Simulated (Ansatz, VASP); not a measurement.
# Sc2GaP3: VASP beside Ansatz

Contents of INCAR:

```
ALGO = Normal
EDIFF = 1E-6
ENCUT = 520
GGA = PE
ISIF = 2
ISMEAR = 0
LASPH = True
LCHARG = False
LREAL = False
LWAVE = False
NBANDS = 34
NELM = 100
PREC = Accurate
SIGMA = 0.1
```

File KPOINTS:

```
k-points
0
Gamma
  4 4 2
```

File POSCAR:

```
Sc2GaP3
1.0
    3.9955002500      0.0000000000      0.0000000000
    0.0000000000      3.9955002500      0.0000000000
    0.0000000000      0.0000000000      7.9363634900
Sc Ga P
2 1 3
Direct
    0.5000000000      0.5000000000      0.2436858700
    0.5000000000      0.5000000000      0.7563141300
    0.0000000000      0.0000000000      0.0000000000
    0.5000000000      0.0000000000      0.5000000000
    0.0000000000      0.5000000000      0.5000000000
    0.0000000000      0.0000000000      0.5000000000
```

Input for Ansatz:

```yaml
crystal:
  lattice:
    - [3.99550025, 0.0, 0.0]
    - [0.0, 3.99550025, 0.0]
    - [0.0, 0.0, 7.93636349]
  atoms:
    - { symbol: Sc, position: [0.5, 0.5, 0.24368587] }
    - { symbol: Sc, position: [0.5, 0.5, 0.75631413] }
    - { symbol: Ga, position: [0.0, 0.0, 0.0] }
    - { symbol: P, position: [0.5, 0.0, 0.5] }
    - { symbol: P, position: [0.0, 0.5, 0.5] }
    - { symbol: P, position: [0.0, 0.0, 0.5] }
basis:
  ecutwfc: 420
kpoints:
  mp_grid: { grid: [4, 4, 2] }
hamiltonian:
  xc: pbe
scf:
  occupations: { method: gaussian, width: 0.1 }
  lower_state_search: "off"
output:
  forces: true
  stress: true
  eigenvalues: true
```

Alike in both runs: task single point; functional PBE; k mesh 4 × 4 × 2; occupations gaussian, width 0.1 eV; no spin polarisation.

|  | VASP | Ansatz |
| --- | --- | --- |
| version | VASP 6.6.1 | Ansatz 0.2.0 |
| potentials or method | VASP PAW PBE potentials, release 64 (Sc_sv, Ga_d, P) | scalar-relativistic, plane waves, PAW |
| plane-wave cutoff (eV) | 520 | 420 |
| valence electrons in the cell | 50 | 50 |

```csv
,VASP,Ansatz,Ansatz less VASP
gap on the k mesh at the Fermi level (eV),none,none,-
pressure (GPa),7.5,7.7,+0.18
largest component of the traceless stress (GPa),19.14,19.39,+0.245
rms of the force components (eV/Å),0.135,0.138,+0.0034
```

Atom by atom the forces differ by 0.003 eV/Å (rms over components). A gap of «none» marks a metal or a gap that the smearing closes.

Caveats: the k mesh is coarse (spacing up to 0.40 Å⁻¹), so the values aren't converged.
